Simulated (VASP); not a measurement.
Calculation: PBE GGA, VASP's PBE PAW potentials (set 64) (plane waves; VASP).

VASP input:

INCAR:
```
GGA=PE   # PBE
ENCUT=300
SYSTEM=Ni3Fe
NELM=100   # most electronic steps
SIGMA=0.1   # width (eV)
PREC=Accurate
EDIFF=1E-6
LCHARG=.FALSE.
MAGMOM=3.0 3*0.5
ISPIN=2   # spin-polarised
LREAL=.FALSE.   # projection in real space or not
ISIF=2   # forces and stress, cell fixed
LMAXMIX=4   # l cut-off of mixed one-centre charges
LORBIT=11   # lm-projected
ALGO=Normal   # blocked Davidson
ISMEAR=0   # Gaussian
LWAVE=.FALSE.
LASPH=.TRUE.
```

### POSCAR
```
Ni3Fe
1
    3.5418350000     0.0000000000     0.0000000000
    0.0000000000     3.5418350000     0.0000000000
    0.0000000000     0.0000000000     3.5418350000
Fe Ni
1 3
Direct
  0.0000000000   0.0000000000   0.0000000000
  0.0000000000   0.5000000000   0.5000000000
  0.5000000000   0.0000000000   0.5000000000
  0.5000000000   0.5000000000   0.0000000000
```

KPOINTS:
```
Automatic
0
Gamma
 9 9 9
0 0 0
```

POTCAR, in this order: Fe Ni (PBE.64 set). Program: vasp_std.

The run wrote:

OSZICAR:
```
       N       E                     dE             d eps       ncg     rms          rms(c)
DAV:   1     0.181381297511E+03    0.18138E+03   -0.12168E+04  3628   0.139E+03
DAV:   2    -0.199976666399E+02   -0.20138E+03   -0.19402E+03  3559   0.308E+02
DAV:   3    -0.290807588007E+02   -0.90831E+01   -0.86918E+01  3612   0.885E+01
DAV:   4    -0.291925129182E+02   -0.11175E+00   -0.11140E+00  3806   0.973E+00
DAV:   5    -0.291955389424E+02   -0.30260E-02   -0.30254E-02  4336   0.139E+00    0.204E+01
DAV:   6    -0.269666591799E+02    0.22289E+01   -0.43157E+01  3647   0.980E+01    0.250E+01
DAV:   7    -0.298722248722E+02   -0.29056E+01   -0.26949E+01  4264   0.126E+02    0.274E+01
DAV:   8    -0.248552455305E+02    0.50170E+01   -0.17478E+01  4197   0.547E+01    0.628E+00
DAV:   9    -0.250664776856E+02   -0.21123E+00   -0.86442E-01  3828   0.116E+01    0.374E+00
DAV:  10    -0.250439865791E+02    0.22491E-01   -0.17079E-01  4793   0.923E+00    0.164E+00
DAV:  11    -0.250367287004E+02    0.72579E-02   -0.50599E-02  5071   0.344E+00    0.120E+00
DAV:  12    -0.250390891485E+02   -0.23604E-02   -0.79794E-03  4007   0.198E+00    0.401E-01
DAV:  13    -0.250391837321E+02   -0.94584E-04   -0.29568E-03  4931   0.963E-01    0.999E-02
DAV:  14    -0.250392998906E+02   -0.11616E-03   -0.37866E-04  4448   0.213E-01    0.139E-01
DAV:  15    -0.250392716663E+02    0.28224E-04   -0.12762E-04  4542   0.299E-01    0.233E-02
DAV:  16    -0.250392745457E+02   -0.28794E-05   -0.17596E-05  3844   0.495E-02    0.302E-02
DAV:  17    -0.250392743410E+02    0.20469E-06   -0.42309E-06  2945   0.543E-02
   1 F= -.25039274E+02 E0= -.25029561E+02  d E =-.194268E-01  mag=     4.7461
```

**OUTCAR**
```
------------------------ aborting loop because EDIFF is reached ----------------------------------------
  FORCE on cell =-STRESS in cart. coord.  units (eV):
  Direction    XX          YY          ZZ          XY          YZ          ZX
  --------------------------------------------------------------------------------------
  Total       -0.0330830     -0.0330830     -0.0330830      0.0000000     -0.0000000      0.0000000
  in kB       -1.1929728     -1.1929728     -1.1929728      0.0000000     -0.0000000      0.0000000
  external PRESSURE =      -1.1929728 kB  Pullay stress =       0.0000000 kB
  volume of cell :       44.43
      direct lattice vectors                 reciprocal lattice vectors
     3.541835000  0.000000000  0.000000000     0.282339522  0.000000000  0.000000000
     0.000000000  3.541835000  0.000000000     0.000000000  0.282339522  0.000000000
     0.000000000  0.000000000  3.541835000     0.000000000  0.000000000  0.282339522
 POSITION                                       TOTAL-FORCE (eV/Angst)
 -----------------------------------------------------------------------------------
      0.00000      0.00000      0.00000         0.000000      0.000000      0.000000
      0.00000      1.77092      1.77092         0.000000      0.000000      0.000000
      1.77092      0.00000      1.77092         0.000000      0.000000      0.000000
      1.77092      1.77092      0.00000         0.000000      0.000000      0.000000
 -----------------------------------------------------------------------------------
    total drift:                               -0.000000     -0.000000      0.000000
  FREE ENERGIE OF THE ION-ELECTRON SYSTEM (eV)
  ---------------------------------------------------
  free  energy   TOTEN  =       -25.0392743410 eV

  energy  without entropy=      -25.0198475067  energy(sigma->0) =      -25.02956092

 total charge

# of ion       s       p       d       tot
------------------------------------------
    1        0.475   0.504   6.107   7.086
    2        0.505   0.511   8.313   9.330
    3        0.505   0.511   8.313   9.330
    4        0.505   0.511   8.313   9.330
--------------------------------------------------
tot          1.991   2.038  31.047  35.075

 magnetization (x)

# of ion       s       p       d       tot
------------------------------------------
    1        0.012  -0.001   2.887   2.899
    2       -0.015  -0.044   0.686   0.627
    3       -0.015  -0.044   0.686   0.627
    4       -0.015  -0.044   0.686   0.627
--------------------------------------------------
tot         -0.034  -0.134   4.947   4.779
```
(Selected blocks of OUTCAR.)

At this cut-off the stress carries a Pulay error, which pulls relaxed volumes low.

The structure is a typed Ni3Fe crystal. The cell was not relaxed at this level.
